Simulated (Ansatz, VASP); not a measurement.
# Y in two plane-wave programs, part 2 of 2

Aim: how closely do two programs agree when they are given the same cell, functional and k mesh? The structure shown is the end of the Ansatz relaxation below.

VASP 6.6.1 and Ansatz 0.2.0.

So far. Step 3 (VASP: single point, LDA, pair 1): The run ends at a pressure of -2.34 GPa.

**6. VASP: single point, LDA, pair 2**

Level of this step: LDA; plane waves and PAW (Y_sv) (VASP).

The same cell, functional (in two slightly different forms), mesh and smearing now go to VASP, with its own data sets.

Input file INCAR:

```
SYSTEM = Y
PREC = Accurate
ENCUT = 500
EDIFF = 1E-06
NELM = 120
ISMEAR = 1
SIGMA = 0.2
LREAL = .FALSE.
ALGO = Normal
GGA = CA
NBANDS = 17
LASPH = .TRUE.
LORBIT = 11
LWAVE = .FALSE.
LCHARG = .FALSE.
ISIF = 2
GGA_COMPAT = .FALSE.
KPAR = 2
```

Input file POSCAR:

```
Y
1.0
    3.5705082005      0.0000000000      0.0000000000
   -1.7852541003      3.0921508060      0.0000000000
    0.0000000000      0.0000000000      5.3404251447
Y
2
Direct
    0.3333334292      0.6666665708      0.2500000000
    0.6666665708      0.3333334292      0.7500000000
```

Input file KPOINTS:

```
Automatic mesh
0
Gamma
15 15 8
0 0 0
```

The projector-augmented-wave data sets are Y_sv (LDA family, release 64).

Launch:

```console
$ mpirun -np 2 vasp_std
```

Numbers of over 12 decimals in the logs are rounded to 6 here.

Log:

```text
[... set-up lines as in an earlier step ...]
 entering main loop
       N       E                     dE             d eps       ncg     rms          rms(c)
DAV:   1     0.849189679332E+02    0.84919E+02   -0.11322E+04  4598   0.121E+03
DAV:   2    -0.727772821632E+01   -0.92197E+02   -0.90824E+02  5743   0.262E+02
DAV:   3    -0.140669956743E+02   -0.67893E+01   -0.67314E+01  8045   0.437E+01
DAV:   4    -0.142386488412E+02   -0.17165E+00   -0.17153E+00  5487   0.702E+00
[...]
DAV:  10    -0.138809550824E+02    0.31635E-04   -0.37690E-04  6758   0.150E-01    0.420E-02
DAV:  11    -0.138809568151E+02   -0.17327E-05   -0.19289E-05  6584   0.307E-02    0.365E-02
DAV:  12    -0.138809563858E+02    0.42928E-06   -0.49811E-06  5403   0.191E-02
   1 F= -.13880956E+02 E0= -.13881450E+02  d E =0.147993E-02
```

Parts of OUTCAR (step 6):

```text
  Total       -0.0578273     -0.0578273      0.8135157      0.0000000      0.0000000      0.0000000
  in kB       -1.5713636     -1.5713636     22.1059917      0.0000000      0.0000000      0.0000000
  external PRESSURE =       6.3210882 kB  Pullay stress =       0.0000000 kB

 POSITION                                       TOTAL-FORCE (eV/Angst)
 -----------------------------------------------------------------------------------
      0.00000      2.06143      1.33511         0.000000     -0.000000      0.000000
      1.78525      1.03072      4.00532        -0.000000      0.000000      0.000000
 -----------------------------------------------------------------------------------
    total drift:                               -0.000125      0.000072     -0.000003

  FREE ENERGIE OF THE ION-ELECTRON SYSTEM (eV)
  ---------------------------------------------------
  free  energy   TOTEN  =       -13.8809563858 eV

  energy  without entropy=      -13.8824363138  energy(sigma->0) =      -13.88144970

[... 1 part as in an earlier step ...]

[... 2 further parts left out ...]
[key lines of the parts left out:]
E-fermi :   3.3512
```

The run ends at a pressure of 0.63 GPa.

**7. Side by side**

Both answers:

```tsv
quantity	Ansatz	VASP	difference
pressure (GPa)	0.78	0.63	+0.15
```

**8. Ansatz: relaxation, LDA**

This run makes the geometry at which the two programs are then compared. The cell compared in this pair holds 58.66 Å³, against 58.96 Å³ for the pair before.

The structure compared here is the end of the Ansatz relaxation.

Input file input.yaml:

```yaml
crystal:
  lattice:
    - [3.5705082005, 0.0, 0.0]
    - [-1.7852541003, 3.092150806, 0.0]
    - [0.0, 0.0, 5.2853692154]
  atoms:
    - { symbol: "Y", position: [0.3333334292, 0.6666665708, 0.25] }
    - { symbol: "Y", position: [0.6666665708, 0.3333334292, 0.75] }
kpoints:
  mp_grid: { grid: [15, 15, 8] }
hamiltonian:
  xc: lda
  pseudopotentials: { kind: paw, azcp: { folder: soft_1 }, xc_functional: pbe }
scf:
  occupations: { method: methfessel_paxton, width: 0.2 }
output:
  forces: true
  stress: true
  eigenvalues: true
relax:
  adjacent_minimum: "off"
  f_tol: 0.001
  max_steps: 60
  cell: { stress_tol: 0.01, fix: [c, angles] }
```

Launch:

```console
$ ansatz run input.yaml --threads 4 --pin off --max-ram 10240MiB --backend cpu --events-out ev --progress --plain --runs-dir out
```

Log:

```text
[...]
k-point 319: bands = [... 7 lower, -11.6296, 8.6483, 8.6483, 10.6091, 10.6091, 12.1741, 12.1741, 13.2203]
--- Relaxed structure (2 steps of the walk, 2 accepted, 1 SCFs on fresh bases) ---
[...]
cell:  # Å, volume = 58.6621 Å³
    - [3.579940, 2.894380907524122e-11, 0.0]
    - [-1.789970, 3.100319, 0.0]
    - [0.0, 0.0, 5.2853692154]
  atoms:
    - { symbol: Y, position: [0.333333, 0.666667, 0.250000] }
    - { symbol: Y, position: [0.666667, 0.333333, 0.75] }
[key lines of the parts left out:]
SCF converged after 5 iterations
Free energy (F): -7491.128015 eV
Fermi energy:    10.429283 eV
P = ⅓ Tr σ = 1.0622 GPa (10.622 kbar)
```

**9. VASP: single point, LDA, pair 3**

The same cell, functional (in two slightly different forms), mesh and smearing now go to VASP, with its own data sets.

INCAR is that of step 6.

Input file POSCAR:

```
Y
1.0
    3.5799403402      0.0000000000      0.0000000000
   -1.7899701701      3.1003192786      0.0000000000
    0.0000000000      0.0000000000      5.2853692154
Y
2
Direct
    0.3333332229      0.6666667771      0.2500000000
    0.6666667771      0.3333332229      0.7500000000
```

KPOINTS is that of step 6.

Launch:

```console
$ mpirun -np 2 vasp_std
```

Log:

```text
[... set-up lines as in an earlier step ...]
 entering main loop
       N       E                     dE             d eps       ncg     rms          rms(c)
DAV:   1     0.869977724376E+02    0.86998E+02   -0.11300E+04  4590   0.121E+03
DAV:   2    -0.718209351956E+01   -0.94180E+02   -0.92771E+02  5773   0.265E+02
DAV:   3    -0.140520676349E+02   -0.68700E+01   -0.68110E+01  8189   0.441E+01
DAV:   4    -0.142249739507E+02   -0.17291E+00   -0.17271E+00  5577   0.715E+00
[...]
DAV:  10    -0.138706136867E+02    0.31456E-04   -0.40724E-04  6602   0.157E-01    0.451E-02
DAV:  11    -0.138706155738E+02   -0.18871E-05   -0.21071E-05  6498   0.318E-02    0.394E-02
DAV:  12    -0.138706150164E+02    0.55732E-06   -0.53825E-06  5396   0.196E-02
   1 F= -.13870615E+02 E0= -.13871185E+02  d E =0.171115E-02
```

From OUTCAR (step 9):

```text
  Total       -0.0586085     -0.0586085      1.1206114      0.0000000      0.0000000      0.0000000
  in kB       -1.6007142     -1.6007142     30.6061067      0.0000000      0.0000000      0.0000000
  external PRESSURE =       9.1348928 kB  Pullay stress =       0.0000000 kB

 POSITION                                       TOTAL-FORCE (eV/Angst)
 -----------------------------------------------------------------------------------
     -0.00000      2.06688      1.32134         0.000000      0.000000      0.000000
      1.78997      1.03344      3.96403        -0.000000     -0.000000      0.000000
 -----------------------------------------------------------------------------------
    total drift:                               -0.000143      0.000083     -0.000003

  FREE ENERGIE OF THE ION-ELECTRON SYSTEM (eV)
  ---------------------------------------------------
  free  energy   TOTEN  =       -13.8706150164 eV

  energy  without entropy=      -13.8723261673  energy(sigma->0) =      -13.87118540

[... 1 part as in an earlier step ...]

[... 2 further parts left out ...]
[key lines of the parts left out:]
E-fermi :   3.3679
```

The run ends at a pressure of 0.91 GPa.

**10. Side by side**

The two programs side by side:

```tsv
quantity	Ansatz	VASP	difference
pressure (GPa)	1.06	0.91	+0.15
```

**11. Results**

```json
{"difference in pressure (single point, LDA, pair 1)": "0.11 GPa", "difference in pressure (single point, LDA, pair 2)": "0.15 GPa", "difference in pressure (single point, LDA, pair 3)": "0.15 GPa"}
```

The difference in pressure is 0.15 GPa (single point, LDA, pair 2), within the 1 GPa picked in this series as the mark of a large difference. 5 further runs of this series are not shown here. How closely two codes agree says nothing of how well the functional describes the real material.

[Lines on the potential files, build, host, timing and source positions are cut from VASP's logs without a mark.]

[Logs are printed without paths, hosts, clocks, repeated set-up lines and the standing remarks that a program may print on its own settings, such as how far it seeks lower states.]

[Hosts, paths, dates, database ids (printed as entryN), source tags and the programs' standing remarks are cut or masked in the printed files.]
